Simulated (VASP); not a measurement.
**Sr2HfMoO6: the relaxed cell at several levels**

How much does the cell of Sr2HfMoO6 depend on the functional? The levels: PBE, LDA, PBEsol, r2SCAN, PBE + D3(BJ), PBE + rVV10, PBE + D3, optB88-vdW and PBEsol + D4. The cell is invented: it takes the structure of a Materials Project entry for Sr2HfZrO6 (space group 225 there), with some of its atoms replaced by other elements, volume scaled by an estimate. It may not be a known or stable phase.

Method: PBE, no spin polarisation; plane waves and PAW (Hf_pv, Mo_sv, Sr_sv, O), in the first sound run; inputs show where later runs differ, in VASP 6.6.1.

Report form: the programs' logs are mostly left out.

## Step 1: The starting structure

Before any relaxation, the start is as follows. The structure is cubic, space group Fm-3m (No. 225). The conventional cell has a = 8.428 Å, b = 8.428 Å, c = 8.428 Å, α = 90.00°, β = 90.00°, γ = 90.00°. Nearest to Hf lie 6 O at 2.09 Å. Mo has 6 O at 2.12 Å nearest. Nearest to Sr lie 12 O at 2.98 Å. Nearest to O lie 1 Hf at 2.09 Å and 1 Mo at 2.12 Å and 4 Sr at 2.98 Å. It derives from Sr2HfZrO6. it takes the structure of a Materials Project entry for Sr2HfZrO6 (space group 225 there), with some of its atoms replaced by other elements, volume scaled by an estimate. Farther neighbours and most contacts between anions are not listed.

## Step 2: Relaxation with PBE

The start need not lie at this functional's minimum. ISIF = 3 frees volume, shape and positions, and EDIFFG sets the threshold on forces and stress at which the search stops. PBE, the usual starting point, adds the gradient of the density.

Contents of INCAR:

```
SYSTEM = Sr2HfMoO6
PREC = Accurate
ENCUT = 560
EDIFF = 1E-06
NELM = 100
ISMEAR = -1
SIGMA = 0.05
LREAL = .FALSE.
ALGO = Normal
GGA = PE
LORBIT = 11
LWAVE = .FALSE.
LCHARG = .FALSE.
KPAR = 4
IBRION = 2
NSW = 60
ISIF = 3
EDIFFG = -0.01
```

Contents of POSCAR:

```
Sr2HfMoO6
1.0
    0.0000000000      4.2140040000      4.2140040000
    4.2140040000      0.0000000000      4.2140040000
    4.2140040000      4.2140040000      0.0000000000
Hf Mo Sr O
1 1 2 6
Direct
    0.0000000000      0.0000000000      0.0000000000
    0.5000000000      0.5000000000      0.5000000000
    0.2500000000      0.2500000000      0.2500000000
    0.7500000000      0.7500000000      0.7500000000
    0.7519162800      0.2480837200      0.2480837200
    0.2480837200      0.7519162800      0.7519162800
    0.2480837200      0.7519162800      0.2480837200
    0.7519162800      0.2480837200      0.7519162800
    0.2480837200      0.2480837200      0.7519162800
    0.7519162800      0.7519162800      0.2480837200
```

Contents of KPOINTS:

```
Automatic mesh
0
Gamma
4 4 4
0 0 0
```

PAW data sets: Hf_pv, Mo_sv, Sr_sv and O (PBE family, release 64).

Run with:

```
$ mpirun -np 4 vasp_std
```

Wall time 3.5 min (4 MPI ranks of AMD EPYC 7R43, shared host); peak memory 1.4 GiB; 14 min of CPU time.

This run has no spin polarisation, although Mo can carry a moment. The k-mesh is coarse for a metal. LASPH is off, so gradient terms of the non-spherical density inside the spheres are left out; for open d or f shells this can shift gaps and moments. Harder data sets than Hf_pv exist (the GW ones), and pressures, volumes and forces can shift noticeably with them. After so large a change of volume the plane waves of the start cell no longer fit, so the final stress carries a basis-set error. The run keeps the 48 symmetry operations of its start, so it cannot find a distortion of lower symmetry.

Step by step:

| step | energy less that of the first step (eV) | largest force (eV/Å) | pressure (GPa) | volume (Å³) |
| --- | --- | --- | --- | --- |
| 1 | 0.0000 | 1.3179 | -13.51 | 149.66 |
| 2 | -0.3915 | 0.5994 | 16.87 | 123.95 |
| 3 | -0.9089 | 0.5202 | 0.90 | 133.94 |
| 4 | -0.9091 | 0.4952 | 1.30 | 133.64 |
| 5 | -0.9171 | 0.4214 | -0.25 | 134.80 |
| 6 | -0.9312 | 0.0197 | 0.38 | 134.28 |
| 7 | -0.9314 | 0.0146 | -0.29 | 134.80 |
| 8 | -0.9316 | 0.0008 | 0.01 | 134.58 |

| conventional cell, symmetrised | before | after | change |
| --- | --- | --- | --- |
| a (Å) | 8.428 | 8.135 | -3.5 % |
| b (Å) | 8.428 | 8.135 | -3.5 % |
| c (Å) | 8.428 | 8.135 | -3.5 % |
| volume (Å³/atom) | 14.97 | 13.46 | -10.1 % |

The atoms that moved most (Å, as changes of fractional coordinates times the final cell):

| atom | dx | dy | dz | length |
| --- | --- | --- | --- | --- |
| O8 | 0.000 | -0.049 | 0.000 | 0.049 |
| O7 | 0.000 | 0.049 | 0.000 | 0.049 |
| O6 | -0.049 | 0.000 | 0.000 | 0.049 |
| O5 | 0.049 | 0.000 | 0.000 | 0.049 |
| O10 | 0.000 | 0.000 | -0.049 | 0.049 |
| O9 | 0.000 | 0.000 | 0.049 | 0.049 |

The relaxed structure:

```cif
data_structure
_symmetry_space_group_name_H-M 'P 1'
_symmetry_Int_Tables_number 1
_cell_length_a 5.7522
_cell_length_b 5.7522
_cell_length_c 5.7522
_cell_angle_alpha 60.000
_cell_angle_beta 60.000
_cell_angle_gamma 60.000
_cell_volume 134.58
loop_
_atom_site_label
_atom_site_type_symbol
_atom_site_fract_x
_atom_site_fract_y
_atom_site_fract_z
_atom_site_occupancy
Hf1 Hf 0.00000 0.00000 0.00000 1
Mo2 Mo 0.50000 0.50000 0.50000 1
Sr3 Sr 0.25000 0.25000 0.25000 1
Sr4 Sr 0.75000 0.75000 0.75000 1
O5 O 0.74595 0.25405 0.25405 1
O6 O 0.25405 0.74595 0.74595 1
O7 O 0.25405 0.74595 0.25405 1
O8 O 0.74595 0.25405 0.74595 1
O9 O 0.25405 0.25405 0.74595 1
O10 O 0.74595 0.74595 0.25405 1
```

Numbers from this step:

```yaml
electrons: 80
bands: 48
irreducible_k_points: 8
symmetry_operations: 48
free_energy_toten: -82.2754 eV
energy_at_zero_smearing: -82.2632 eV
fermi_energy: 6.264 eV
pressure: 0.006515 GPa
metallic: yes
scf_cycles_over_all_ionic_steps: 78
```

It ends with a largest force of 0.001 eV/Å and a pressure of 0.01 GPa. The conventional cell has a = 8.135 Å.

## Step 3: Relaxation with LDA

This step: LDA, no spin polarisation; plane waves and PAW (Hf_pv, Mo_sv, Sr_sv, O); invented cell (VASP 6.6.1).

LDA, the lowest rung, knows the local density alone.

Changes to INCAR since step 2:

```diff
@@ -9,3 +9,3 @@
 ALGO = Normal
-GGA = PE
+GGA = CA
 LORBIT = 11
```

POSCAR is that of step 2.

KPOINTS is that of step 2.

Run with:

```
$ mpirun -np 4 vasp_std
```

Wall time 3.8 min (4 MPI ranks); peak memory 1.2 GiB.

The PAW data sets were made with PBE, though LDA sets exist; this is a small mismatch.

Step by step:

| step | energy less that of the first step (eV) | largest force (eV/Å) | pressure (GPa) | volume (Å³) |
| --- | --- | --- | --- | --- |
| 1 | 0.0000 | 1.3385 | -21.94 | 149.66 |
| 2 | -0.0171 | 0.7916 | 41.91 | 109.52 |
| 3 | -2.0015 | 0.8944 | 0.32 | 127.07 |
| 4 | -2.0036 | 0.8655 | 1.18 | 126.53 |
| 5 | -2.0030 | 0.8407 | 1.89 | 126.09 |
| 6 | -1.9951 | 0.9345 | 0.95 | 126.75 |
| 7 | -2.0531 | 0.0231 | 1.26 | 126.40 |
| 8 | -2.0538 | 0.0290 | -1.09 | 127.89 |
| 9 | -2.0562 | 0.0058 | 0.00 | 127.19 |

| conventional cell, symmetrised | before | after | change |
| --- | --- | --- | --- |
| a (Å) | 8.428 | 7.983 | -5.3 % |
| b (Å) | 8.428 | 7.983 | -5.3 % |
| c (Å) | 8.428 | 7.983 | -5.3 % |
| volume (Å³/atom) | 14.97 | 12.72 | -15.0 % |

The atoms that moved most (Å, as changes of fractional coordinates times the final cell):

| atom | dx | dy | dz | length |
| --- | --- | --- | --- | --- |
| O8 | 0.000 | -0.050 | 0.000 | 0.050 |
| O7 | 0.000 | 0.050 | 0.000 | 0.050 |
| O6 | -0.050 | 0.000 | 0.000 | 0.050 |
| O5 | 0.050 | 0.000 | 0.000 | 0.050 |
| O10 | 0.000 | 0.000 | -0.050 | 0.050 |
| O9 | 0.000 | 0.000 | 0.050 | 0.050 |

The relaxed structure:

```xyz
10
Lattice="0.0000 3.9915 3.9915 3.9915 0.0000 3.9915 3.9915 3.9915 0.0000" Properties=species:S:1:pos:R:3 pbc="T T T"
Hf    0.0000    0.0000    0.0000
Mo    3.9915    3.9915    3.9915
Sr    1.9958    1.9958    1.9958
Sr    5.9873    5.9873    5.9873
O     2.0305    3.9915    3.9915
O     5.9525    3.9915    3.9915
O     3.9915    2.0305    3.9915
O     3.9915    5.9525    3.9915
O     3.9915    3.9915    2.0305
O     3.9915    3.9915    5.9525
```

This step gave:

```yaml
free_energy_toten: -91.1693 eV
energy_at_zero_smearing: -91.1588 eV
fermi_energy: 6.469 eV
pressure: 0.004280 GPa
scf_cycles_over_all_ionic_steps: 88
```

It ends at 12.72 Å³/atom, -15.0 % from the start, with 0.00 GPa left. The conventional cell has a = 7.983 Å.

## Step 4: Relaxation with PBEsol

This step: PBEsol, no spin polarisation; plane waves and PAW (Hf_pv, Mo_sv, Sr_sv, O); invented cell (VASP 6.6.1).

PBEsol restores the gradient expansion of exchange and is tuned for the cells of solids.

Changes to INCAR since step 3:

```diff
@@ -9,3 +9,3 @@
 ALGO = Normal
-GGA = CA
+GGA = PS
 LORBIT = 11
```

POSCAR is that of step 3.

KPOINTS is that of step 3.

Run with:

```
$ mpirun -np 4 vasp_std
```

Elapsed: 4.1 min, on 4 MPI ranks; peak memory 1.5 GiB; 16 min of CPU time.

The PAW data sets were made with PBE, which is usual practice but a small mismatch for other functionals.

Relaxation path:

| step | energy less that of the first step (eV) | largest force (eV/Å) | pressure (GPa) | volume (Å³) |
| --- | --- | --- | --- | --- |
| 1 | 0.0000 | 1.3387 | -18.27 | 149.66 |
| 2 | -0.3362 | 0.6959 | 28.71 | 115.65 |
| 3 | -1.4835 | 0.7262 | 0.67 | 129.75 |
| 4 | -1.4844 | 0.7014 | 1.24 | 129.37 |
| 5 | -1.4918 | 0.6410 | -0.05 | 130.27 |
| 6 | -1.5220 | 0.0136 | 0.45 | 129.84 |
| 7 | -1.5221 | 0.0128 | -0.39 | 130.41 |
| 8 | -1.5224 | 0.0016 | 0.00 | 130.15 |

| conventional cell, symmetrised | before | after | change |
| --- | --- | --- | --- |
| a (Å) | 8.428 | 8.045 | -4.6 % |
| b (Å) | 8.428 | 8.045 | -4.6 % |
| c (Å) | 8.428 | 8.045 | -4.6 % |
| volume (Å³/atom) | 14.97 | 13.01 | -13.0 % |

The atoms that moved most (Å, as changes of fractional coordinates times the final cell):

| atom | dx | dy | dz | length |
| --- | --- | --- | --- | --- |
| O8 | 0.000 | -0.050 | 0.000 | 0.050 |
| O6 | -0.050 | 0.000 | 0.000 | 0.050 |
| O10 | 0.000 | 0.000 | -0.050 | 0.050 |
| O7 | 0.000 | 0.050 | 0.000 | 0.050 |
| O9 | 0.000 | 0.000 | 0.050 | 0.050 |
| O5 | 0.050 | 0.000 | 0.000 | 0.050 |

Final coordinates:

```xyz
10
Lattice="0.0000 4.0223 4.0223 4.0223 0.0000 4.0223 4.0223 4.0223 0.0000" Properties=species:S:1:pos:R:3 pbc="T T T"
Hf    0.0000    0.0000    0.0000
Mo    4.0223    4.0223    4.0223
Sr    2.0111    2.0111    2.0111
Sr    6.0334    6.0334    6.0334
O     2.0456    4.0223    4.0223
O     5.9989    4.0223    4.0223
O     4.0223    2.0456    4.0223
O     4.0223    5.9989    4.0223
O     4.0223    4.0223    2.0456
O     4.0223    4.0223    5.9989
```

It ends at 13.01 Å³/atom, -13.0 % from the start, with 0.00 GPa left. The conventional cell has a = 8.045 Å.

## Step 5: Relaxation with r2SCAN

This step: r2SCAN, no spin polarisation; plane waves and PAW (Hf_pv, Mo_sv, Sr_sv, O); invented cell (VASP 6.6.1).

r2SCAN adds the kinetic-energy density, costs more than a GGA and is run with LASPH.

Changes to INCAR since step 4:

```diff
@@ -9,3 +9,4 @@
 ALGO = Normal
-GGA = PS
+METAGGA = R2SCAN
+LASPH = .TRUE.
 LORBIT = 11
```

POSCAR is that of step 4.

KPOINTS is that of step 4.

Run with:

```
$ mpirun -np 4 vasp_std
```

Wall time 16 min (4 MPI ranks); peak memory 1.6 GiB.

The run was stopped at its time limit, by a STOPCAR file.

By then 7 ionic steps had been finished.

More ranks or a longer limit would be the way on, or going on from the last geometry.

## Step 6: Relaxation with PBE + D3(BJ)

This step: PBE with D3(BJ), no spin polarisation; plane waves and PAW (Hf_pv, Mo_sv, Sr_sv, O); invented cell (VASP 6.6.1).

A dispersion term adds the long-range attraction that semilocal functionals lack. D3 with Becke-Johnson damping keeps a finite attraction at short range.

Changes to INCAR since step 5:

```diff
@@ -9,4 +9,4 @@
 ALGO = Normal
-METAGGA = R2SCAN
-LASPH = .TRUE.
+GGA = PE
+IVDW = 12
 LORBIT = 11
```

POSCAR is that of step 5.

KPOINTS is that of step 5.

Run with:

```
$ mpirun -np 4 vasp_std
```

Run time: 4.7 min. Hardware: 4 MPI ranks; peak memory 1.5 GiB; 19 min of CPU time.

It ends at 13.23 Å³/atom, -11.6 % from the start, with 0.01 GPa left. The conventional cell has a = 8.089 Å. Against plain PBE, the dispersion term moves a by -0.6 %.

## Step 7: Relaxation with PBE + rVV10

This step: PBE with rVV10, no spin polarisation; plane waves and PAW (Hf_pv, Mo_sv, Sr_sv, O); invented cell (VASP 6.6.1).

LUSE_VDW switches on a nonlocal correlation term for dispersion.

Changes to INCAR since step 6:

```diff
@@ -10,3 +10,6 @@
 GGA = PE
-IVDW = 12
+LUSE_VDW = .TRUE.
+IVDW_NL = 2
+BPARAM = 10
+CPARAM = 0.0093
 LORBIT = 11
```

POSCAR is that of step 6.

KPOINTS is that of step 6.

Run with:

```
$ mpirun -np 4 vasp_std
```

It took 16 min on 4 MPI ranks; peak memory 3 GiB.

The run was stopped at its time limit, by a STOPCAR file.

By then 4 ionic steps had been finished.

More ranks or a longer limit would be the way on, or going on from the last geometry.

## Step 8: Relaxation with PBE + D3

This step: PBE with D3, no spin polarisation; plane waves and PAW (Hf_pv, Mo_sv, Sr_sv, O); invented cell (VASP 6.6.1).

D3 makes the C6 coefficients depend on coordination; zero damping switches the term off at short range.

Changes to INCAR since step 7:

```diff
@@ -10,6 +10,3 @@
 GGA = PE
-LUSE_VDW = .TRUE.
-IVDW_NL = 2
-BPARAM = 10
-CPARAM = 0.0093
+IVDW = 11
 LORBIT = 11
```

POSCAR is that of step 7.

KPOINTS is that of step 7.

Run with:

```
$ mpirun -np 4 vasp_std
```

Elapsed: 3.6 min, on 4 MPI ranks; peak memory 1.5 GiB; 14 min of CPU time.

It ends at 13.31 Å³/atom, -11.1 % from the start, with 0.01 GPa left. The conventional cell has a = 8.105 Å. Against plain PBE, the dispersion term moves a by -0.4 %.

## Step 9: Relaxation with optB88-vdW

This step: optB88-vdW, no spin polarisation; plane waves and PAW (Hf_pv, Mo_sv, Sr_sv, O); invented cell (VASP 6.6.1).

optB88-vdW pairs nonlocal correlation with a B88-type exchange refitted to the binding of molecular dimers.

Changes to INCAR since step 8:

```diff
@@ -9,4 +9,8 @@
 ALGO = Normal
-GGA = PE
-IVDW = 11
+GGA = BO
+AGGAC = 0
+LUSE_VDW = .TRUE.
+PARAM1 = 0.1833333333
+PARAM2 = 0.22
+LASPH = .TRUE.
 LORBIT = 11
```

POSCAR is that of step 8.

KPOINTS is that of step 8.

Run with:

```
$ mpirun -np 4 vasp_std
```

Run time: 16 min. Hardware: 4 MPI ranks; peak memory 3.5 GiB.

The run was stopped at its time limit, by a STOPCAR file.

By then 5 ionic steps had been finished.

More ranks or a longer limit would be the way on, or going on from the last geometry.

## Step 10: Relaxation with PBEsol + D4

This step: PBEsol with D4, no spin polarisation; plane waves and PAW (Hf_pv, Mo_sv, Sr_sv, O); invented cell (VASP 6.6.1).

D4 lets the coefficients depend on atomic charges too.

Changes to INCAR since step 9:

```diff
@@ -9,8 +9,4 @@
 ALGO = Normal
-GGA = BO
-AGGAC = 0
-LUSE_VDW = .TRUE.
-PARAM1 = 0.1833333333
-PARAM2 = 0.22
-LASPH = .TRUE.
+GGA = PS
+IVDW = 13
 LORBIT = 11
```

POSCAR is that of step 9.

KPOINTS is that of step 9.

Run with:

```
$ mpirun -np 4 vasp_std
```

It took 5.5 min on 4 MPI ranks; peak memory 1.5 GiB; 22 min of CPU time.

It ends at 12.91 Å³/atom, -13.8 % from the start, with 0.02 GPa left. The conventional cell has a = 8.022 Å. Against plain PBEsol, the dispersion term moves a by -0.3 %.

## Step 11: The cells as a table

This step: relaxed cells at several levels; plane waves and PAW; invented cell (VASP 6.6.1).

This step runs nothing: it gathers the runs above.

Lengths are those of the conventional cell; cost is the wall time of each run, as given at its step, times its ranks, without the set-up around it. Results by level, by row:

| level | volume (Å³/atom) | change from the start (%) | a (Å) | cost (core minutes) |
| --- | --- | --- | --- | --- |
| PBE | 13.46 | -10.1 | 8.135 | 13.9 |
| LDA | 12.72 | -15 | 7.983 | 15.2 |
| PBEsol | 13.01 | -13 | 8.045 | 16.4 |
| PBE + D3(BJ) | 13.23 | -11.6 | 8.089 | 18.7 |
| PBE + D3 | 13.31 | -11.1 | 8.105 | 14.2 |
| PBEsol + D4 | 12.91 | -13.8 | 8.022 | 22.1 |

## Step 12: Results

```
volume, PBE          : 13.46 Å³/atom
volume, LDA          : 12.72 Å³/atom
volume, PBEsol       : 13.01 Å³/atom
volume, PBE + D3(BJ) : 13.23 Å³/atom
volume, PBE + D3     : 13.31 Å³/atom
volume, PBEsol + D4  : 12.91 Å³/atom
```

In words: For Sr2HfMoO6 the levels give volumes between 12.72 Å³/atom (LDA) and 13.46 Å³/atom (PBE), a spread of 5.8 %, while the cost of the finished runs spans a factor of 1.6. The costs hold the number of ionic steps as well as the price of the functional. Adding D3(BJ) to PBE changes the volume by -1.7 % (a by -0.6 %). Adding D3 to PBE changes the volume by -1.1 % (a by -0.4 %). Adding D4 to PBEsol changes the volume by -0.8 % (a by -0.3 %). Within 0.02 Å all end in space group Fm-3m; the runs can't lower the symmetry of the start. The k-sampling is coarse for a metal, so the Fermi level, pressures and the shape of the cell carry errors. Magnetism was not tested. Spin-orbit coupling is left out. Not obtained: r2SCAN, because the run hit its time limit. Not obtained: PBE + rVV10, because the run hit its time limit. Not obtained: optB88-vdW, because the run hit its time limit. Each is a single relaxation on the plane waves of the start cell, so larger changes of volume carry a basis-set error that was not tested here. Zero-point and thermal expansion are not included. Nothing here tests the cell against competing phases.

[Lines on the potential files, build, host, timing and source positions are cut from VASP's logs without a mark.]

[Logs are printed without paths, hosts, clocks, repeated set-up lines and the standing remarks that a program may print on its own settings, such as how far it seeks lower states.]

[Hosts, paths, dates, database ids (printed as entryN), source tags and the programs' standing remarks are cut or masked in the printed files.]

[A measured line is paired with the nearest computed mode of its activity, which favours agreement.]
